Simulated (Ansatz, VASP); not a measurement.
# Si (amorphous Si:H with 0 at. % H): VASP beside Ansatz

Aim: how closely do two programs agree when they are given the same cell, functional and k mesh? The structure shown is the start of the Ansatz relaxation below; VASP solves that cell, so the two are compared at the walk's first step.

Main program and level: Ansatz 0.2.0; plane waves, with VASP 6.6.1 beside it; single point at PBE.

### 1. Set-up

The cell holds 68 atoms: 68 Si. Its edges and angles: a = 11.146 Å, b = 11.146 Å, c = 11.146 Å, α = 90.0°, β = 90.0°, γ = 90.0°. 68 atoms (68 Si) packed at random and pushed apart as soft spheres at 2.29 g/cm^3; MD (Langevin at fixed volume unless said) with the MACE-MP-0b2 small potential (Batatia et al., arXiv:2401.00096), steps of 1 fs: 0.489 ps at 2200 K, 2200 to 1320 K in 0.489 ps, 1320 to 300 K in 1.4 ps; then atoms relaxed.

### 2. Ansatz: relaxation, PBE

Ansatz runs on its default PAW (the set named soft_2) files.

The two programs are compared at the cell with which this relaxation starts, whose forces are those of its first step.

File input.yaml:

```yaml
crystal:
  lattice:
    - [11.14634, 0.0, 0.0]
    - [0.0, 11.14634, 0.0]
    - [0.0, 0.0, 11.14634]
  atoms:
    - { symbol: Si, position: [0.62881, 0.03884, 0.59666] }
    - { symbol: Si, position: [0.25205, 0.22797, 0.15452] }
    - { symbol: Si, position: [0.911, 0.89127, 0.35465] }
    - { symbol: Si, position: [0.33675, 0.34189, 0.43221] }
    - { symbol: Si, position: [0.83719, 0.8785, 0.82774] }
    - { symbol: Si, position: [0.55516, 0.34214, 0.03621] }
    - { symbol: Si, position: [0.04852, 0.32174, 0.91345] }
    - { symbol: Si, position: [0.73738, 0.31357, 0.5794] }
    - { symbol: Si, position: [0.88483, 0.35252, 0.16425] }
    - { symbol: Si, position: [0.93532, 0.48076, 0.00094] }
    - { symbol: Si, position: [0.38672, 0.73054, 0.17644] }
    - { symbol: Si, position: [0.87854, 0.2192, 0.43743] }
    - { symbol: Si, position: [0.20345, 0.93869, 0.9457] }
    - { symbol: Si, position: [0.42008, 0.00978, 0.6236] }
    - { symbol: Si, position: [0.01146, 0.82279, 0.72093] }
    - { symbol: Si, position: [0.49781, 0.45107, 0.20301] }
    - { symbol: Si, position: [0.0611, 0.48421, 0.58366] }
    - { symbol: Si, position: [0.28833, 0.60646, 0.83709] }
    - { symbol: Si, position: [0.30001, 0.04593, 0.25987] }
    - { symbol: Si, position: [0.13269, 0.74424, 0.88841] }
    - { symbol: Si, position: [0.76547, 0.06618, 0.76144] }
    - { symbol: Si, position: [0.50475, 0.65718, 0.8712] }
    - { symbol: Si, position: [0.54736, 0.62822, 0.0876] }
    - { symbol: Si, position: [0.2887, 0.27147, 0.71442] }
    - { symbol: Si, position: [0.73827, 0.24495, 0.05268] }
    - { symbol: Si, position: [0.26498, 0.0561, 0.77034] }
    - { symbol: Si, position: [0.36936, 0.26256, 0.98239] }
    - { symbol: Si, position: [0.21345, 0.60946, 0.19219] }
    - { symbol: Si, position: [0.71292, 0.70429, 0.78906] }
    - { symbol: Si, position: [0.59924, 0.1407, 0.41005] }
    - { symbol: Si, position: [0.83013, 0.51288, 0.31085] }
    - { symbol: Si, position: [0.72459, 0.68291, 0.5792] }
    - { symbol: Si, position: [0.71213, 0.66564, 0.21612] }
    - { symbol: Si, position: [0.23927, 0.59728, 0.63332] }
    - { symbol: Si, position: [0.59007, 0.45677, 0.86185] }
    - { symbol: Si, position: [0.91337, 0.76236, 0.53218] }
    - { symbol: Si, position: [0.4453, 0.71302, 0.49257] }
    - { symbol: Si, position: [0.35926, 0.91697, 0.0861] }
    - { symbol: Si, position: [0.79341, 0.51776, 0.84808] }
    - { symbol: Si, position: [0.70191, 0.49093, 0.47455] }
    - { symbol: Si, position: [0.04241, 0.65305, 0.06379] }
    - { symbol: Si, position: [0.88623, 0.41104, 0.69214] }
    - { symbol: Si, position: [0.55976, 0.36137, 0.3851] }
    - { symbol: Si, position: [0.70745, 0.04922, 0.11641] }
    - { symbol: Si, position: [0.16439, 0.30643, 0.54925] }
    - { symbol: Si, position: [0.52673, 0.85393, 0.97223] }
    - { symbol: Si, position: [0.93521, 0.21508, 0.75749] }
    - { symbol: Si, position: [0.29272, 0.41707, 0.24056] }
    - { symbol: Si, position: [0.61458, 0.03793, 0.90839] }
    - { symbol: Si, position: [0.86035, 0.92687, 0.03304] }
    - { symbol: Si, position: [0.45985, 0.1515, 0.8224] }
    - { symbol: Si, position: [0.02891, 0.14781, 0.57579] }
    - { symbol: Si, position: [0.24436, 0.39737, 0.87622] }
    - { symbol: Si, position: [0.99244, 0.60242, 0.42237] }
    - { symbol: Si, position: [0.54153, 0.99624, 0.24914] }
    - { symbol: Si, position: [0.05017, 0.21699, 0.09789] }
    - { symbol: Si, position: [0.38516, 0.12153, 0.44351] }
    - { symbol: Si, position: [0.55345, 0.78698, 0.312] }
    - { symbol: Si, position: [0.1451, 0.73141, 0.34657] }
    - { symbol: Si, position: [0.04895, 0.0057, 0.07907] }
    - { symbol: Si, position: [0.60729, 0.84271, 0.51589] }
    - { symbol: Si, position: [0.4254, 0.50114, 0.55378] }
    - { symbol: Si, position: [0.13787, 0.96408, 0.62437] }
    - { symbol: Si, position: [0.78718, 0.06352, 0.32671] }
    - { symbol: Si, position: [0.10685, 0.9314, 0.27434] }
    - { symbol: Si, position: [0.52383, 0.3353, 0.69398] }
    - { symbol: Si, position: [0.8869, 0.77121, 0.1684] }
    - { symbol: Si, position: [0.2489, 0.78514, 0.5247] }
kpoints:
  mp_grid: { grid: [1, 1, 1] }
hamiltonian:
  xc: pbe
scf:
  occupations: { method: fermi_dirac, width: 0.025 }
output:
  forces: true
relax:
  f_tol: 0.04
  max_steps: 250
  cell: {}
```

Launch:

```
$ ansatz run input.yaml --threads 4 --pin off --max-ram 8192MiB --backend cpu --events-out ev --progress --plain --runs-dir out
```

Numbers of over 12 decimals in the logs are rounded to 6 here.

Output:

```text
Engine: ansatz 0.2.0, aarch64-unknown-linux-gnu
Pseudopotentials: kind: paw
Pseudopotential: Si, paw, valence charge 4, recommended cutoff 420 eV (normal), Si.paw.azcp
Functional definition: PBE
  parameter kappa = 0.804
  parameter beta = 0.066725
  exchange = pbe_x(kappa = kappa, mu = beta*pi^2/3)
  correlation = pbe_c(beta = beta)
Crystal: 68 atoms, lattice volume = 1384.831 Å³
Basis set: ecut = 420 eV, 27081 PW (Γ), exchange–correlation on 150×150×150 points (8 copies of the dense FFT grid, shifted against one another)
Bands: 204, of which v1, the nominal top of the filled ones, is band 136 counted from 1 (135 counted from 0)
Symmetry: 1 space group operations
Space group: P1 (ITA 1), of the structure as read, at distance tolerance 1.1e-4 Å
k-points: 1
Non-local potential: Si, projectors of the file, l = 0: 2, l = 1: 2, l = 2: 2
PAW form: soft (Blöchl's): semilocal exchange-correlation on the pseudo side does not see the compensation charge
PAW one-centre angular grid: Si, 110 points (default); XC on 64 Gauss nodes
Initial density: superposition of atomic densities (neutral atoms: chi_scale 0, normalization atom), corrected by the library's trained network
Initial wavefunctions: pseudopotential atomic-orbital guess
Functional: x = pbe(κ = 0.804, μ = 0.219515), c = pbe(β = 0.066725)
SCF iter   1: F=—  HF=-43208.172692 eV  |F-HF|=—  |Δ(HF+E_count)|=         —  Δρ=4.97e-3  dr2=1.20e0  ethr=1.77e-3  ⟨swp⟩=6.0  Hψ=947  notcnv=0  defer=30
preconditioner: auto → Resta (q_TF=auto, 2.080 Å⁻¹)  ε∞=6.0  [insulator: Δε(μ)=0.085 eV  Ē_g=7.378 eV  σ=0.025 eV  W_gap=0.69  n_scr=202 (ndim 8)  ℏωp=16.5 eV  f_vac=0.000  D(μ)=22.66/eV (n_scr^D=122)  ε∞_Penn≈6.0]
SCF iter   2: F=—  HF=-43208.032747 eV  |F-HF|=—  |Δ(HF+E_count)|=   1.40e-1  Δρ=2.51e-3  dr2=1.90e-1  ethr=4.41e-4  ⟨swp⟩=1.0  Hψ=235  notcnv=0  defer=49
SCF iter   3: F=—  HF=-43208.006621 eV  |F-HF|=—  |Δ(HF+E_count)|=   2.61e-2  Δρ=6.30e-4  dr2=1.05e-2  ethr=6.97e-5  ⟨swp⟩=4.0  Hψ=291  notcnv=0  defer=53
SCF iter   4: F=—  HF=-43208.007626 eV  |F-HF|=—  |Δ(HF+E_count)|=   1.00e-3  Δρ=2.14e-4  dr2=1.58e-3  ethr=3.86e-6  ⟨swp⟩=3.0  Hψ=293  notcnv=0  defer=53
SCF iter   5: F=—  HF=-43208.008148 eV  |F-HF|=—  |Δ(HF+E_count)|=   5.22e-4  Δρ=7.08e-5  dr2=2.71e-4  ethr=5.82e-7  ⟨swp⟩=3.0  Hψ=288  notcnv=0  defer=53
SCF iter   6: F=—  HF=-43208.008167 eV  |F-HF|=—  |Δ(HF+E_count)|=   1.92e-5  Δρ=2.88e-5  dr2=4.50e-5  ethr=9.96e-8  ⟨swp⟩=2.0  Hψ=224  notcnv=0  defer=53
SCF iter   7: F=—  HF=-43208.007450 eV  |F-HF|=—  |Δ(HF+E_count)|=   7.17e-4  Δρ=1.19e-5  dr2=7.91e-6  ethr=1.65e-8  ⟨swp⟩=2.0  Hψ=277  notcnv=0  defer=53
SCF iter   8: F=—  HF=-43208.007453 eV  |F-HF|=—  |Δ(HF+E_count)|=   2.44e-6  Δρ=4.07e-6  dr2=8.48e-7  ethr=2.91e-9  ⟨swp⟩=2.0  Hψ=225  notcnv=0  defer=53
SCF iter   9: F=—  HF=-43208.007453 eV  |F-HF|=—  |Δ(HF+E_count)|=   4.26e-7  Δρ=1.43e-6  dr2=1.04e-7  ethr=3.12e-10  ⟨swp⟩=2.0  Hψ=229  notcnv=0  defer=53
SCF iter  10: F=-43208.007453 eV  HF=-43208.007453 eV  |F-HF|=1.00e-9  |Δ(HF+E_count)|=   5.82e-8  Δρ=5.09e-7  dr2=1.36e-8  ethr=3.68e-11  ⟨swp⟩=4.0  Hψ=599  notcnv=0
SCF 1 converged in 10 iterations: F = -43208.007453 eV  dr2 = 1.36e-8
  greatest PAW one-centre occupation: 0.687 electrons in one spin orbital (limit 2), on the Si atom at site 54 (counted from 0), in its partial waves of l = 0
relax step   1: F+E_penalty+E_count = -43208.00745336 eV  Δ(F+E_penalty+E_count) = +0.000e0 eV  max|allowed force component| = 8.550e-1 eV/Å  Δτ_max = 0.0000 Å  P = -0.320 GPa  Ω = 1384.831 Å³  (10 SCF iters, dr2 threshold 1.00e-7 eV, accepted)
Crystal: 68 atoms, lattice volume = 1373.135 Å³
Basis set: ecut = 420 eV, 26809 PW (Γ), exchange–correlation on 150×150×150 points (8 copies of the dense FFT grid, shifted against one another)
Initial density: handed on by an earlier stage of this run
Initial wavefunctions: those handed on with the density
iter 1 solved again at ethr=2.68e-4 eV; its pass at ethr=3.10e-3 eV (dr2=7.30e-1 eV) is discarded
SCF iter   1: F=—  HF=-43209.492348 eV  |F-HF|=—  |Δ(HF+E_count)|=         —  Δρ=6.37e-3  dr2=7.25e-1  ethr=2.68e-4  ⟨swp⟩=9.0  Hψ=1069  notcnv=0
preconditioner: auto → Resta (q_TF=auto, 2.083 Å⁻¹)  ε∞=6.0  [insulator: Δε(μ)=0.061 eV  Ē_g=7.409 eV  σ=0.025 eV  W_gap=0.55  n_scr=204 (ndim 8)  ℏωp=16.5 eV  f_vac=0.001  D(μ)=31.48/eV (n_scr^D=192)  ε∞_Penn≈6.0]
SCF iter   2: F=—  HF=-43209.411992 eV  |F-HF|=—  |Δ(HF+E_count)|=   8.04e-2  Δρ=3.52e-3  dr2=1.60e-1  ethr=2.67e-4  ⟨swp⟩=1.0  Hψ=235  notcnv=0
preconditioner: auto → Kerker (q_TF=auto, 2.083 Å⁻¹)  [metal: Δε(μ)=0.053 eV  Ē_g=7.408 eV  σ=0.025 eV  W_gap=0.48  n_scr=204 (ndim 8)  ℏωp=16.5 eV  f_vac=0.001  D(μ)=33.96/eV (n_scr^D=228)]
SCF iter   3: F=—  HF=-43209.398081 eV  |F-HF|=—  |Δ(HF+E_count)|=   1.39e-2  Δρ=5.95e-4  dr2=9.50e-3  ethr=5.87e-5  ⟨swp⟩=4.0  Hψ=296  notcnv=0  defer=53
[...]
atom  22  Si    -0.00310415    -0.00160374    -0.00729134
  atom  23  Si     0.00239081    -0.00335131     0.00572587
  atom  24  Si    -0.00164012    -0.00066577    -0.00402617
  atom  25  Si    -0.00121224     0.00709958     0.00657988
  atom  26  Si     0.00355197     0.00120974    -0.00155296
  atom  27  Si    -0.00050868     0.00022970    -0.00060816
  atom  28  Si    -0.00059927     0.00135845     0.00463183
  atom  29  Si     0.00191690    -0.00066866     0.00412124
  atom  30  Si     0.00716759     0.01510352    -0.00009616
  atom  31  Si     0.00160624     0.01185910     0.00769914
  atom  32  Si     0.00106837     0.00073838    -0.00621526
  atom  33  Si     0.00226429    -0.00574420     0.00648552
  atom  34  Si    -0.00159638    -0.00175143    -0.00325030
  atom  35  Si     0.00626261     0.00431388    -0.00371165
  atom  36  Si     0.00034063     0.00092501    -0.00128464
  atom  37  Si    -0.00832140    -0.00791093    -0.01667368
  atom  38  Si     0.00019541    -0.00621455     0.00422577
  atom  39  Si     0.00309676     0.00316553    -0.00042995
  atom  40  Si    -0.00428512    -0.00111485    -0.01025525
  atom  41  Si    -0.00691266     0.00014915    -0.00380266
  atom  42  Si     0.00353248    -0.00254476    -0.00745969
  atom  43  Si     0.00547814    -0.00511723     0.00584298
  atom  44  Si     0.01249512     0.00119428    -0.00149943
  atom  45  Si    -0.00187910    -0.00104344     0.00211447
[...]
atom  61  Si     0.00427572     0.00409608     0.00731143
  atom  62  Si     0.00326262     0.00779237     0.00108617
  atom  63  Si    -0.00476409    -0.00364520     0.00659011
  atom  64  Si    -0.00788630    -0.00628054    -0.00043987
  atom  65  Si    -0.00504860    -0.00020350     0.00693974
  atom  66  Si    -0.00699901    -0.00465748    -0.00364504
  atom  67  Si     0.00275362    -0.00186276    -0.00190661
  atom  68  Si     0.00123871     0.00301345     0.00783914
  max |Σ_I F_I| component: 1.53e-6 eV/Å
--- Stress (GPa, compression-positive) ---
        0.019663       0.010199      -0.002398
        0.010199      -0.002518       0.005277
       -0.002398       0.005277      -0.033688
  P = ⅓ Tr σ = -0.0055 GPa (-0.055 kbar)
--- Relaxed structure (26 steps of the walk, 26 accepted, 2 SCFs on fresh bases) ---
  F+E_penalty+E_count = -43214.67820431 eV   max|allowed force component| = 2.560e-2 eV/Å   (the final SCF, on the basis selected at the relaxed cell)
  cell:  # Å, volume = 1358.3318 Å³
    - [11.245716, -0.041462, -0.209877]
    - [-0.041462, 10.209390, -0.216332]
    - [-0.209877, -0.216332, 11.839643]
  atoms:
    - { symbol: Si, position: [0.637558, 0.157289, 0.622732] }
    - { symbol: Si, position: [0.252623, 0.234840, 0.154976] }
    - { symbol: Si, position: [0.918155, 0.890514, 0.368226] }
    - { symbol: Si, position: [0.320460, 0.310267, 0.440354] }
    - { symbol: Si, position: [0.827165, 0.878577, 0.834277] }
    - { symbol: Si, position: [0.540932, 0.381770, 0.050476] }
    - { symbol: Si, position: [0.052392, 0.307577, 0.908244] }
    - { symbol: Si, position: [0.758028, 0.330634, 0.565536] }
    - { symbol: Si, position: [0.884989, 0.364405, 0.130247] }
    - { symbol: Si, position: [0.931947, 0.481848, -0.024459] }
    - { symbol: Si, position: [0.393327, 0.724236, 0.171820] }
    - { symbol: Si, position: [0.880096, 0.245098, 0.418309] }
    - { symbol: Si, position: [0.205998, 0.956567, 0.949033] }
    - { symbol: Si, position: [0.386832, -0.054555, 0.570544] }
    - { symbol: Si, position: [-0.00803927, 0.788661, 0.739316] }
    - { symbol: Si, position: [0.515877, 0.487673, 0.230965] }
    - { symbol: Si, position: [0.076106, 0.479224, 0.583454] }
    - { symbol: Si, position: [0.291291, 0.610713, 0.829263] }
    - { symbol: Si, position: [0.290976, 0.042829, 0.249737] }
    - { symbol: Si, position: [0.132940, 0.741271, 0.898895] }
    - { symbol: Si, position: [0.774601, 0.084941, 0.765119] }
    - { symbol: Si, position: [0.503228, 0.643202, 0.871173] }
    - { symbol: Si, position: [0.565697, 0.697833, 0.062921] }
    - { symbol: Si, position: [0.284563, 0.240680, 0.715774] }
[...]
- { symbol: Si, position: [0.545500, 0.820611, 0.494136] }
    - { symbol: Si, position: [0.423278, 0.446468, 0.576735] }
    - { symbol: Si, position: [0.112422, 0.929944, 0.639697] }
    - { symbol: Si, position: [0.767035, 0.048159, 0.341211] }
    - { symbol: Si, position: [0.096127, 0.932020, 0.272799] }
    - { symbol: Si, position: [0.498589, 0.293695, 0.715117] }
    - { symbol: Si, position: [0.893969, 0.763394, 0.167941] }
    - { symbol: Si, position: [0.235076, 0.788634, 0.524503] }
```

(Part 1 of 2 ends here.)

[Lines on the potential files, build, host, timing and source positions are cut from VASP's logs without a mark.]

[Logs are printed without paths, hosts, clocks, repeated set-up lines and the standing remarks that a program may print on its own settings, such as how far it seeks lower states.]

[Hosts, paths, dates, database ids (printed as entryN), source tags and the programs' standing remarks are cut or masked in the printed files.]
